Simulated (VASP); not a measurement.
Method: PBE GGA with D3 dispersion (zero damping), VASP's PBE PAW potentials (set 64) (plane waves; VASP 6.6.1).

VASP input:

### KPOINTS
```
K-points
0
Gamma
14 14 8
```

POSCAR:
```
Os
1
    1.3650000000    -2.3642490000     0.0000000000
    1.3650000000     2.3642490000     0.0000000000
    0.0000000000     0.0000000000     4.3200000000
Os
2
Direct
  0.3333330000   0.6666670000   0.2500000000
  0.6666670000   0.3333330000   0.7500000000
```

### INCAR
```
SYSTEM = Os
PREC = Accurate
ENCUT = 520
EDIFF = 1E-6
NELM = 100
ALGO = Normal
LREAL = .FALSE.
LASPH = .TRUE.
ISMEAR = 1
SIGMA = 0.1
GGA = PE
IVDW = 11
LMAXMIX = 6
LWAVE = .FALSE.
LCHARG = .FALSE.
IBRION = 2
ISIF = 3
NSW = 60
EDIFFG = -0.01
```

POTCAR, in this order: Os (PBE.64 set). Program: vasp_std.

Unless said otherwise, spin-orbit coupling is left out, though it shifts the bands of the heavy elements here.

Question: Predict the energy per atom (σ→0), dispersion energy, volume per atom, band gap (on the k-mesh).

Answer: 
| Property | Value |
|---|---|
| energy per atom (σ→0) | -11.834 eV/atom |
| dispersion energy | -1.191 eV |
| band gap (on the k-mesh) | none (metal, semimetal or under 0.01 eV) |
| volume per atom | 13.99 Å³/atom |

**OSZICAR**
```
...
DAV:   4    -0.224772291504E+02   -0.43057E-06   -0.92693E-06  2948   0.373E-02
   4 F= -.23668543E+02 E0= -.23668108E+02  d E =0.443144E-04
       N       E                     dE             d eps       ncg     rms          rms(c)
DAV:   1    -0.224778881363E+02   -0.65942E-03   -0.93409E-03  2924   0.851E-01    0.637E-02
DAV:   2    -0.224777977597E+02    0.90377E-04   -0.10269E-04  3508   0.137E-01    0.300E-02
DAV:   3    -0.224777695644E+02    0.28195E-04   -0.48219E-05  3156   0.616E-02    0.563E-03
DAV:   4    -0.224777697265E+02   -0.16209E-06   -0.30523E-06  2468   0.214E-02
   5 F= -.23668645E+02 E0= -.23668213E+02  d E =-.572875E-04
```

The compound is Os in the hcp structure. This run relaxes it. Symmetry was kept, so distortions that lower it aren't found.
